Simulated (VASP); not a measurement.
These are LDA (Ceperley-Alder, Perdew-Zunger), VASP's LDA PAW potentials (set 64) (plane waves; VASP) values and carry that method's errors.

The input files of a VASP run:

File POSCAR:
```
CeO2
1
    0.0000000000     2.5445080408     2.5445080408
    2.5445080408    -0.0000000000     2.5445080408
    2.5445080408     2.5445080408    -0.0000000000
Ce O
1 2
Direct
  0.0000000000   1.0000000000   0.0000000000
  0.2500000000   0.2500000000   0.2500000000
  0.7500000000   0.7500000000   0.7500000000
```

### KPOINTS
```
Automatic mesh
0
Gamma
8 8 8
0 0 0
```

INCAR:
```
LMAXMIX = 6   ! l cut-off of mixed one-centre charges
LREAL = .FALSE.
EDIFFG = -0.02
NELM = 100   ! most electronic steps
ISMEAR = 0   ! Gaussian
LWAVE = .FALSE.
PREC = Accurate
EDIFF = 1E-6
IBRION = 2   ! conjugate gradients
ENCUT = 620
SIGMA = 0.05   ! width (eV)
SYSTEM = CeO2
LASPH = .TRUE.   ! aspherical one-centre terms
ISIF = 3
LCHARG = .FALSE.
PSTRESS = 450
NSW = 40   ! most ionic steps
ALGO = Normal   ! blocked Davidson
```

POTCAR, in this order: Ce O (LDA.64 set). Program: vasp_std.

Task: What will the output report for the number of irreducible k-points (NKPTS), largest plane-wave count, number of space-group operations, FFT grid (NGX, NGY, NGZ)?

Result: 
```json
{
  "number of irreducible k-points (NKPTS)": "29",
  "largest_plane_wave_count": "1174",
  "number_of_space_group_operations": "48",
  "FFT grid (NGX, NGY, NGZ)": "30 × 30 × 30"
}
```

The compound is CeO2 in the fluorite structure. It was relaxed first under an external pressure of 45 GPa. The run is not spin-polarised, so no magnetic state was tried.
